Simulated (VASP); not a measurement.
# Si2Ni: accuracy against cost in the SCF threshold and plane-wave cutoff

Aim: find how far the SCF threshold and plane-wave cutoff must be pushed for Si2Ni, and what that costs. The series runs use PBEsol. The SCF threshold tried: EDIFF = 0.01; EDIFF = 0.001; EDIFF = 1E-04; EDIFF = 1E-05; EDIFF = 1E-06; EDIFF = 1E-08. The plane-wave cutoff tried: ENCUT = 160; ENCUT = 200; ENCUT = 240; ENCUT = 270; ENCUT = 310; ENCUT = 350; ENCUT = 430; ENCUT = 540. The start is a cell from a database of measured crystal structures.

Program: VASP 6.6.1. Level of theory: PBEsol, spin-polarised from a ferromagnetic start (one magnetic atom a cell); plane waves and PAW (Si, Ni). Results are calculated unless marked as measured.

**1. Set-up**

The structure is cubic, space group Fm-3m (No. 225). Conventional cell: a = 5.406 Å, b = 5.406 Å, c = 5.406 Å, α = 90.00°, β = 90.00°, γ = 90.00°. Nearest to Si lie 4 Ni at 2.34 Å. Nearest to Ni lie 8 Si at 2.34 Å. Farther neighbours are not listed.

**2. SCF threshold: EDIFF = 0.01**

EDIFF stops the electronic loop; forces need it tighter than energies do. PBEsol restores the gradient expansion of exchange and is tuned for the cells of solids.

INCAR reads:

```
SYSTEM = Si2Ni
PREC = Accurate
ENCUT = 400
EDIFF = 0.01
NELM = 100
ISMEAR = -1
SIGMA = 0.05
LREAL = .FALSE.
ALGO = Normal
GGA = PS
NBANDS = 17
ISPIN = 2
MAGMOM = 0 0 1
LASPH = .TRUE.
LMAXMIX = 4
LORBIT = 11
LWAVE = .FALSE.
LCHARG = .FALSE.
KPAR = 4
ISIF = 2
```

POSCAR reads:

```
Si2Ni
1.0
    0.0000000000      2.7030000000      2.7030000000
    2.7030000000      0.0000000000      2.7030000000
    2.7030000000      2.7030000000      0.0000000000
Si Ni
2 1
Direct
    0.2500000000      0.2500000000      0.2500000000
    0.7500000000      0.7500000000      0.7500000000
    0.0000000000      0.0000000000      0.0000000000
```

KPOINTS reads:

```
Automatic mesh
0
Gamma
7 7 7
0 0 0
```

The projector-augmented-wave data sets are Si and Ni (PBE family, release 64).

Run with:

```console
$ mpirun -np 4 vasp_std
```

The program printed:

```text
[banner, memory and clock lines left out]
running    4 mpi-ranks, on    1 nodes
 distrk:  each k-point on    1 cores,    4 groups
 distr:  one band on    1 cores,    1 groups

 POSCAR found type information on POSCAR SiNi
 POSCAR found :  2 types and       3 ions
|                                                                             |
|               ----> ADVICE to this user running VASP <----                  |
|                                                                             |
|     You enforced a specific xc type in the INCAR file but a different       |
|     [... a line on the potential file left out ...]
|     I HOPE YOU KNOW WHAT YOU ARE DOING!                                     |
|                                                                             |

 LDA part: xc-table for (Slater+PW92), standard interpolation
 POSCAR, INCAR and KPOINTS ok, starting setup
 FFT: planning ... GRIDC
 FFT: planning ... GRID_SOFT
 FFT: planning ... GRID
 WAVECAR not read
 entering main loop
       N       E                     dE             d eps       ncg     rms          rms(c)
DAV:   1     0.543080742696E+02    0.54308E+02   -0.62015E+03  1376   0.843E+02
DAV:   2    -0.182007798467E+02   -0.72509E+02   -0.65468E+02  1443   0.182E+02
DAV:   3    -0.210817568432E+02   -0.28810E+01   -0.28288E+01  1745   0.400E+01
DAV:   4    -0.211297130628E+02   -0.47956E-01   -0.47848E-01  1561   0.482E+00
DAV:   5    -0.211306717182E+02   -0.95866E-03   -0.95844E-03  1503   0.779E-01    0.178E+01
DAV:   6    -0.263186350787E+02   -0.51880E+01   -0.40664E+01  1422   0.145E+02    0.257E+01
DAV:   7    -0.191602034692E+02    0.71584E+01   -0.12691E+01  1711   0.893E+01    0.384E+00
DAV:   8    -0.190465102669E+02    0.11369E+00   -0.15775E+00  1803   0.190E+01    0.256E+00
DAV:   9    -0.190013508569E+02    0.45159E-01   -0.21797E-01  1660   0.741E+00    0.561E-01
DAV:  10    -0.190004717216E+02    0.87914E-03   -0.45909E-03   718   0.925E-01
   1 F= -.19000472E+02 E0= -.18997015E+02  d E =-.691435E-02  mag=     0.0050
```

Wall time 5.8 s (4 MPI ranks of AMD EPYC 7R13 (Zen 3), shared host); peak memory 0.57 GiB.

Lines that name or quote the potential files are left out of all logs, and their timing lines are given in words.

From OUTCAR (step 2):

```text
ion  position               nearest neighbor table
   1  0.250  0.250  0.250-   3 2.34   3 2.34   3 2.34   3 2.34   2 2.70   2 2.70   2 2.70   2 2.70
                             2 2.70   2 2.70
   2  0.750  0.750  0.750-   3 2.34   3 2.34   3 2.34   3 2.34   1 2.70   1 2.70   1 2.70   1 2.70
                             1 2.70   1 2.70
   3  0.000  0.000  0.000-   2 2.34   1 2.34   2 2.34   1 2.34   2 2.34   2 2.34   1 2.34   1 2.34

  LATTYP: Found a face centered cubic cell.
 ALAT       =     5.4060000000

 Subroutine GETGRP returns: Found 48 space group operations
 (whereof 48 operations were pure point group operations)

The static configuration has the point symmetry O_h .

 Found     20 irreducible k-points:

   k-points           NKPTS =     20   k-points in BZ     NKDIM =     20   number of bands    NBANDS=     17

   dimension x,y,z NGX =    28 NGY =   28 NGZ =   28
   dimension x,y,z NGXF=    56 NGYF=   56 NGZF=   56

   ENCUT  =  400.0 eV  29.40 Ry    5.42 a.u.   6.23  6.23  6.23*2*pi/ulx,y,z

   NELECT =      18.0000    total number of electrons

 k-points in reciprocal lattice and weights: Automatic mesh
   0.00000000  0.00000000  0.00000000       0.003
   0.14285714  0.00000000  0.00000000       0.023
   0.28571429  0.00000000  0.00000000       0.023
   0.42857143  0.00000000  0.00000000       0.023
   0.14285714  0.14285714  0.00000000       0.017
   0.28571429  0.14285714  0.00000000       0.070
   0.42857143  0.14285714  0.00000000       0.070
  -0.42857143  0.14285714  0.00000000       0.070
  -0.28571429  0.14285714  0.00000000       0.070
[...]
-0.42857143  0.42857143  0.14285714       0.070
  -0.28571429  0.42857143  0.14285714       0.070

 average (electrostatic) potential at core
       1 -79.6636       2 -79.6636       3 -82.1656

 E-fermi :  10.2733

 spin component 1
 k-point     1 :       0.0000    0.0000    0.0000
  band No.  band energies     occupation
    ...
      3       5.1186      1.00000
      4       5.1187      1.00000
      5       6.8058      1.00000
      6       6.8059      1.00000
      7      10.0799      0.97956
      8      12.0505      0.00000
      9      12.0505      0.00000
     10      12.0505      0.00000
     11      12.6027      0.00000
     12      12.6027      0.00000
    ...

 k-point     2 :       0.1429    0.0000    0.0000
  band No.  band energies     occupation
    ...
      3       5.2109      1.00000
      4       5.2109      1.00000
      5       6.7571      1.00000
      6       6.7571      1.00000
      7       9.2301      1.00000
      8      10.9883      0.00000
      9      11.0589      0.00000
     10      11.0589      0.00000
     11      13.3412      0.00000
     12      13.3412      0.00000
    ...

 k-point     3 :       0.2857    0.0000    0.0000
  band No.  band energies     occupation
    ...
      5       6.7394      1.00000
      6       6.7394      1.00000
      7       7.4962      1.00000
      8       9.9396      0.99874
      9       9.9396      0.99874
     10      11.6081      0.00000
     11      12.6314      0.00000
     12      12.6314      0.00000
     13      13.5787      0.00000
     14      16.3267      0.00000
    ...

 k-point     4 :       0.4286    0.0000    0.0000
  band No.  band energies     occupation
    ...
      5       6.6845      1.00000
      6       6.9248      1.00000
      7       6.9248      1.00000
      8       9.0576      1.00000
      9       9.0576      1.00000
     10      12.0461      0.00000
     11      12.2016      0.00000
     12      12.2016      0.00000
     13      13.0195      0.00000
     14      18.7428      0.00000
    ...

 k-point     5 :       0.1429    0.1429    0.0000
  band No.  band energies     occupation
    ...
      5       6.5474      1.00000
      6       6.8793      1.00000
      7       9.9352      0.99885
      8       9.9352      0.99885
      9       9.9742      0.99748
     10      10.9163      0.00000
     11      13.0770      0.00000
     12      13.3301      0.00000
     13      15.0835      0.00000
     14      15.0835      0.00000
    ...

 k-point     6 :       0.2857    0.1429    0.0000
  band No.  band energies     occupation
    ...
      5       6.2811      1.00000
      6       6.9353      1.00000
      7       7.8904      1.00000
      8       9.0201      1.00000
      9       9.5812      1.00000
     10      10.7391      0.00009
     11      13.3076      0.00000
     12      13.9246      0.00000
     13      14.4496      0.00000
     14      15.1565      0.00000
    ...

  Total        0.4241426      0.4241426      0.4241426      0.0000000     -0.0000000      0.0000000
  in kB       17.2049879     17.2049879     17.2049879      0.0000000     -0.0000000      0.0000000
  external PRESSURE =      17.2049879 kB  Pullay stress =       0.0000000 kB

  energy-cutoff  :      400.00
  volume of cell :       39.50
      direct lattice vectors                 reciprocal lattice vectors
     0.000000000  2.703000000  2.703000000    -0.184979652  0.184979652  0.184979652
     2.703000000  0.000000000  2.703000000     0.184979652 -0.184979652  0.184979652
     2.703000000  2.703000000  0.000000000     0.184979652  0.184979652 -0.184979652

 POSITION                                       TOTAL-FORCE (eV/Angst)
 -----------------------------------------------------------------------------------
      1.35150      1.35150      1.35150         0.000000      0.000000      0.000000
      4.05450      4.05450      4.05450        -0.000000     -0.000000     -0.000000
      0.00000      0.00000      0.00000        -0.000000      0.000000      0.000000
 -----------------------------------------------------------------------------------
    total drift:                               -0.000000     -0.000000      0.000000

  FREE ENERGIE OF THE ION-ELECTRON SYSTEM (eV)
  ---------------------------------------------------
  free  energy   TOTEN  =       -19.0004717216 eV

  energy  without entropy=      -18.9935573696  energy(sigma->0) =      -18.99701455

 total charge
# of ion       s       p       d       tot
------------------------------------------
    1        0.739   0.843   0.000   1.581
    2        0.739   0.843   0.000   1.581
    3        0.565   0.810   8.458   9.833
--------------------------------------------------
tot          2.042   2.495   8.458  12.996

 magnetization (x)
# of ion       s       p       d       tot
------------------------------------------
    1       -0.000  -0.000   0.000  -0.000
    2       -0.000  -0.000   0.000  -0.000
    3       -0.000  -0.000   0.000  -0.000
--------------------------------------------------
tot         -0.000  -0.000   0.000  -0.000

[... 6 further parts left out ...]
```

The moments of the start collapse, so the state is non-magnetic; other starts or orders were not tried. The k-mesh is coarse for a metal. The PAW data sets were made with PBE, which is usual practice but a small mismatch for other functionals.

Numbers from this step:

```
SCF cycles                                        : 10
electrons                                         : 18
bands                                             : 17
irreducible k-points                              : 20
symmetry operations                               : 48
free energy (TOTEN)                               : -19.00 eV
energy at zero smearing                           : -19.00 eV
Fermi energy                                      : 10.27 eV
pressure                                          : 1.720 GPa
moment of the cell, from the last line of the log : 0.005 μB
metallic                                          : yes
```

The spin moment in the PAW sphere vanishes on all atoms.

The series starts at -6.3323 eV an atom and 1.72 GPa, after 10 cycles in 5.8 s.

**3. SCF threshold: EDIFF = 0.001**

Edit INCAR of step 2 so:

```diff
@@ -3,3 +3,3 @@
 ENCUT = 400
-EDIFF = 0.01
+EDIFF = 0.001
 NELM = 100
```

POSCAR is that of step 2.

KPOINTS is that of step 2.

Run with:

```console
$ mpirun -np 4 vasp_std
```

The program printed:

```text
[banner, memory and clock lines left out]
running    4 mpi-ranks, on    1 nodes
[...]
[... a notice as in an earlier step ...]

 LDA part: xc-table for (Slater+PW92), standard interpolation
 POSCAR, INCAR and KPOINTS ok, starting setup
[...]
entering main loop
       N       E                     dE             d eps       ncg     rms          rms(c)
[... 4 cycles as in an earlier step ...]
DAV:   5    -0.211307732756E+02   -0.10602E-02   -0.10601E-02  1727   0.779E-01    0.178E+01
DAV:   6    -0.263156980220E+02   -0.51849E+01   -0.40635E+01  1422   0.145E+02    0.257E+01
DAV:   7    -0.191601130065E+02    0.71556E+01   -0.12689E+01  1711   0.893E+01    0.384E+00
DAV:   8    -0.190465278775E+02    0.11359E+00   -0.15762E+00  1803   0.190E+01    0.256E+00
DAV:   9    -0.190013514204E+02    0.45176E-01   -0.21789E-01  1672   0.741E+00    0.561E-01
DAV:  10    -0.190005910946E+02    0.76033E-03   -0.57905E-03  1718   0.928E-01
   1 F= -.19000591E+02 E0= -.18997134E+02  d E =-.691427E-02  mag=     0.0050
```

The job ended after 8.6 s (4 MPI ranks; peak memory 0.57 GiB; 27 s of CPU time).

OUTCAR, selected parts (step 3):

```text
  Total        0.7052789      0.7052789      0.7052789      0.0000000      0.0000000     -0.0000000
  in kB       28.6090426     28.6090426     28.6090426      0.0000000      0.0000000     -0.0000000
  external PRESSURE =      28.6090426 kB  Pullay stress =       0.0000000 kB

 POSITION                                       TOTAL-FORCE (eV/Angst)
 -----------------------------------------------------------------------------------
      1.35150      1.35150      1.35150         0.000000      0.000000      0.000000
      4.05450      4.05450      4.05450        -0.000000     -0.000000     -0.000000
      0.00000      0.00000      0.00000        -0.000000     -0.000000      0.000000
 -----------------------------------------------------------------------------------
    total drift:                               -0.000000     -0.000000      0.000000

  FREE ENERGIE OF THE ION-ELECTRON SYSTEM (eV)
  ---------------------------------------------------
  free  energy   TOTEN  =       -19.0005910946 eV

  energy  without entropy=      -18.9936768267  energy(sigma->0) =      -18.99713396

 magnetization (x)
# of ion       s       p       d       tot
------------------------------------------
    1       -0.000  -0.000   0.000  -0.000
    2       -0.000  -0.000   0.000  -0.000
    3        0.000  -0.000   0.000   0.000
--------------------------------------------------
tot         -0.000  -0.000   0.000  -0.000

[... 2 parts as in an earlier step ...]

[... 1 further part left out ...]
[key lines of the parts left out:]
E-fermi :  10.2734
```

Against the run before the energy moves by -0.04 meV an atom and the pressure by +1.14 GPa, after 10 cycles in 8.6 s.

**4. SCF threshold: EDIFF = 1E-04**

Edit INCAR of step 3 so:

```diff
@@ -3,3 +3,3 @@
 ENCUT = 400
-EDIFF = 0.001
+EDIFF = 1E-04
 NELM = 100
```

POSCAR is that of step 3.

KPOINTS is that of step 3.

Run with:

```console
$ mpirun -np 4 vasp_std
```

The program printed:

```text
[... set-up lines as in an earlier step ...]
 entering main loop
       N       E                     dE             d eps       ncg     rms          rms(c)
[... 9 cycles as in an earlier step ...]
DAV:  10    -0.190005949398E+02    0.75648E-03   -0.58289E-03  1907   0.928E-01    0.350E-01
DAV:  11    -0.190003125879E+02    0.28235E-03   -0.66686E-04  1792   0.394E-01    0.154E-01
DAV:  12    -0.190003051328E+02    0.74551E-05   -0.69856E-05   730   0.665E-02
   1 F= -.19000305E+02 E0= -.18996845E+02  d E =-.692087E-02  mag=    -0.0002
```

It took 12 s on 4 MPI ranks; peak memory 0.58 GiB; 35 s of CPU time.

OUTCAR, selected parts (step 4):

```text
  Total       -0.2700045     -0.2700045     -0.2700045      0.0000000      0.0000000     -0.0000000
  in kB      -10.9525062    -10.9525062    -10.9525062      0.0000000      0.0000000     -0.0000000
  external PRESSURE =     -10.9525062 kB  Pullay stress =       0.0000000 kB

 POSITION                                       TOTAL-FORCE (eV/Angst)
 -----------------------------------------------------------------------------------
      1.35150      1.35150      1.35150         0.000000      0.000000      0.000000
      4.05450      4.05450      4.05450        -0.000000     -0.000000     -0.000000
      0.00000      0.00000      0.00000        -0.000000     -0.000000     -0.000000
 -----------------------------------------------------------------------------------
    total drift:                               -0.000000     -0.000000      0.000000

  FREE ENERGIE OF THE ION-ELECTRON SYSTEM (eV)
  ---------------------------------------------------
  free  energy   TOTEN  =       -19.0003051328 eV

  energy  without entropy=      -18.9933842617  energy(sigma->0) =      -18.99684470

 magnetization (x)
# of ion       s       p       d       tot
------------------------------------------
    1        0.000   0.000   0.000   0.000
    2        0.000   0.000   0.000   0.000
    3       -0.000  -0.000   0.000   0.000
--------------------------------------------------
tot          0.000   0.000   0.000   0.000

[... 2 parts as in an earlier step ...]

[... 1 further part left out ...]
[key lines of the parts left out:]
E-fermi :  10.2941
```

Against the run before the energy moves by +0.10 meV an atom and the pressure by -3.96 GPa, after 12 cycles in 12 s.

**5. SCF threshold: EDIFF = 1E-05**

Edit INCAR of step 4 so:

```diff
@@ -3,3 +3,3 @@
 ENCUT = 400
-EDIFF = 1E-04
+EDIFF = 1E-05
 NELM = 100
```

POSCAR is that of step 4.

KPOINTS is that of step 4.

Run with:

```console
$ mpirun -np 4 vasp_std
```

The program printed:

```text
[... set-up lines as in an earlier step ...]
 entering main loop
       N       E                     dE             d eps       ncg     rms          rms(c)
[... 10 cycles as in an earlier step ...]
DAV:  11    -0.190003127443E+02    0.28220E-03   -0.66841E-04  1822   0.394E-01    0.154E-01
DAV:  12    -0.190003060799E+02    0.66644E-05   -0.77831E-05  1576   0.662E-02
   1 F= -.19000306E+02 E0= -.18996846E+02  d E =-.692087E-02  mag=    -0.0001
```

Wall time 12 s (4 MPI ranks); peak memory 0.58 GiB.

From OUTCAR (step 5):

```text
  Total       -0.2903160     -0.2903160     -0.2903160      0.0000000      0.0000000     -0.0000000
  in kB      -11.7764250    -11.7764250    -11.7764250      0.0000000      0.0000000     -0.0000000
  external PRESSURE =     -11.7764250 kB  Pullay stress =       0.0000000 kB

 POSITION                                       TOTAL-FORCE (eV/Angst)
 -----------------------------------------------------------------------------------
      1.35150      1.35150      1.35150        -0.000000     -0.000000     -0.000000
      4.05450      4.05450      4.05450         0.000000      0.000000      0.000000
      0.00000      0.00000      0.00000        -0.000000     -0.000000     -0.000000
 -----------------------------------------------------------------------------------
    total drift:                               -0.000000     -0.000000      0.000000

  FREE ENERGIE OF THE ION-ELECTRON SYSTEM (eV)
  ---------------------------------------------------
  free  energy   TOTEN  =       -19.0003060799 eV

  energy  without entropy=      -18.9933852089  energy(sigma->0) =      -18.99684564

[... 3 parts as in an earlier step ...]

[... 1 further part left out ...]
[key lines of the parts left out:]
E-fermi :  10.2941
```

Against the run before the energy stays within 0.01 meV an atom; the pressure moves by -0.08 GPa, after 12 cycles in 12 s.

[end of part 1 of 3]

[Lines on the potential files, build, host, timing and source positions are cut from VASP's logs without a mark.]

[Logs are printed without paths, hosts, clocks, repeated set-up lines and the standing remarks that a program may print on its own settings, such as how far it seeks lower states.]

[Hosts, paths, dates, database ids (printed as entryN), source tags and the programs' standing remarks are cut or masked in the printed files.]

[A measured line is paired with the nearest computed mode of its activity, which favours agreement.]
